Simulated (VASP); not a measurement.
A convergence study with VASP on AlAs (zinc blende): one setting is varied, all else stays as given below, so the limit is that of these other settings. ε∞ is the independent-particle value.

```
AlAs
1.0
    0.00000     2.83000     2.83000
    2.83000     0.00000     2.83000
    2.83000     2.83000     0.00000
Al As
1 1
Cartesian
  0.00000   0.00000   0.00000
  1.41500   1.41500   1.41500
```

These are PBE GGA, VASP's PBE PAW potentials (set 64) (plane waves; VASP) values and carry that method's errors. The tightest run used: 550 eV cut-off, 7×7×7 Γ-centred mesh, Gaussian smearing of 0.050 eV, potentials Al As.

The reference is NBANDS = 132, which took about 2 core-minutes. Times come from single runs on busy shared machines, so they are rough: good to a factor of about 2.

Task: Of the settings NBANDS = 5; NBANDS = 6; NBANDS = 8; NBANDS = 12; NBANDS = 20; NBANDS = 36; NBANDS = 68; NBANDS = 132, which is the lowest that keeps the difference from the reference in mean ε∞ within 0.3 from there on, and what does it cost?

Result: NBANDS = 8; its cost over the reference is about 1/9.
| setting | difference in mean ε∞ | cost over the reference |
|---|---|---|
| NBANDS = 5 | 2.64 | about 1/10 |
| NBANDS = 6 | 1.15 | about 1/10 |
| NBANDS = 8 | 0.22 | about 1/9 |
| NBANDS = 12 | 0.03 | about 1/8 |
| NBANDS = 20 | 0.00 | about 1/5 |
| NBANDS = 36 | 0.00 | about 1/3 |
| NBANDS = 68 | 0.00 | within a factor of 2 |
| NBANDS = 132 | 0.00 | reference |

Left out are rungs that failed or repeat a setting and relaxations that didn't move; long series are thinned to 24 rows.

The compound is AlAs in the zinc blende structure. The cell was not relaxed at this level.
